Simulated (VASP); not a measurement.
The cell holds one MgO (rock salt) (100) slab, with vacuum along c, ions free to move until forces fall under 0.03 eV/Å, no reconstruction beyond this cell, dipole correction on. Ionisation potential and electron affinity count from the cell's own band edges, surface states included.

Consider the following.

```
MgO
1.0
    2.97692     0.00000     0.00000
    0.00000     2.97692     0.00000
    0.00000     0.00000    27.63000
O Mg
6 6
Direct
  0.00000   0.50000   0.30862
  0.00000   0.50000   0.46191
  0.50000   0.00000   0.38590
  0.00000   0.50000   0.61410
  0.50000   0.00000   0.53809
  0.50000   0.00000   0.69138
  0.50000   0.00000   0.31037
  0.00000   0.50000   0.38557
  0.50000   0.00000   0.46191
  0.00000   0.50000   0.53809
  0.50000   0.00000   0.61443
  0.00000   0.50000   0.68963
```

These are PBEsol GGA, VASP's PBE PAW potentials (set 64) (plane waves; VASP 6.6.1) values and carry that method's errors. Settings: 450 eV cut-off, 7×7×1 Γ-centred mesh, Gaussian smearing of 0.050 eV, potentials O Mg.

Slab and bulk use different k-meshes, so the surface energy is good to a few per cent at best.

**Question.** Predict its surface energy, ionisation potential, electron affinity, band gap (on the k-mesh).

**Answer.** 
```yaml
surface_energy: 1.03 J/m^2
ionisation_potential: 5.26 eV
electron_affinity: 1.54 eV
band gap (on the k-mesh): 3.72 eV
```

The cell is a thin slab with vacuum, built from MgO (rock salt): (100) face.
